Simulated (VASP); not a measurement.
Here is the system:

```yaml
crystal:
  lattice:
    - [0.00000, 2.79066, 2.79066]
    - [2.79066, 0.00000, 2.79066]
    - [2.79066, 2.79066, 0.00000]
  atoms:
    - { symbol: W, position: [0.00000, 0.00000, 0.00000] }
    - { symbol: Si, position: [0.25000, 0.25000, 0.25000] }
```

These are PBE GGA, VASP's PBE PAW potentials (set 64) (plane waves; VASP 6.6.1) values and carry that method's errors. Numerical set-up: 400 eV cut-off, 13×13×13 Γ-centred mesh, tetrahedra with Blöchl corrections, potentials W_sv Si.

Unless said otherwise, spin-orbit coupling is left out, though it shifts the bands of the heavy elements here.

Question: Tabulate the total density of states (states/eV per cell) against energy (eV; zero at the valence-band maximum or, without a gap, the Fermi level).

Answer: 
(E (eV), DOS (states/eV)): (-9.98, 0.00); (-9.86, 0.00); (-9.62, 0.00); (-9.50, 0.02); (-9.26, 0.15); (-9.14, 0.19); (-8.90, 0.28); (-8.78, 0.31); (-8.66, 0.35); (-8.42, 0.44); (-8.30, 0.50); (-8.06, 0.65); (-7.94, 0.74); (-7.82, 0.87); (-7.58, 1.35); (-7.46, 1.40); (-7.22, 1.48); (-7.10, 1.57); (-6.86, 0.62); (-6.74, 0.04); (-6.62, 0.00); (-6.38, 0.00); (-6.26, 0.00); (-6.02, 0.00); (-5.90, 0.00); (-5.78, 0.00); (-5.54, 0.00); (-5.42, 0.00); (-5.18, 0.00); (-5.06, 0.00); (-4.82, 0.00); (-4.70, 0.00); (-4.58, 0.00); (-4.34, 0.22); (-4.22, 0.41); (-3.98, 0.79); (-3.86, 1.09); (-3.74, 1.62); (-3.50, 4.23); (-3.38, 2.85); (-3.14, 0.44); (-3.02, 0.53); (-2.78, 1.40); (-2.66, 2.08); (-2.54, 3.43); (-2.30, 4.00); (-2.18, 2.91); (-1.94, 2.06); (-1.82, 1.80); (-1.70, 1.59); (-1.46, 1.27); (-1.34, 1.62); (-1.10, 1.25); (-0.98, 1.33); (-0.74, 2.04); (-0.62, 2.06); (-0.50, 2.25); (-0.26, 1.67); (-0.14, 1.30); (0.10, 3.21); (0.22, 4.32); (0.34, 4.71); (0.58, 1.35); (0.70, 1.91); (0.94, 2.23); (1.06, 1.35); (1.30, 1.00); (1.42, 0.80); (1.54, 0.61); (1.78, 0.32); (1.90, 0.32); (2.14, 0.59); (2.26, 0.83); (2.38, 1.01); (2.62, 1.11); (2.74, 1.15); (2.98, 1.15); (3.10, 1.14); (3.34, 1.18); (3.46, 1.21)
Within 2 eV below the Fermi level the largest weight inside VASP's projection spheres is W d.

The structure was generated: WSi was put into the zinc blende type (F-43m), which need not be its known phase. It was relaxed first, which changed the volume by -31 %.
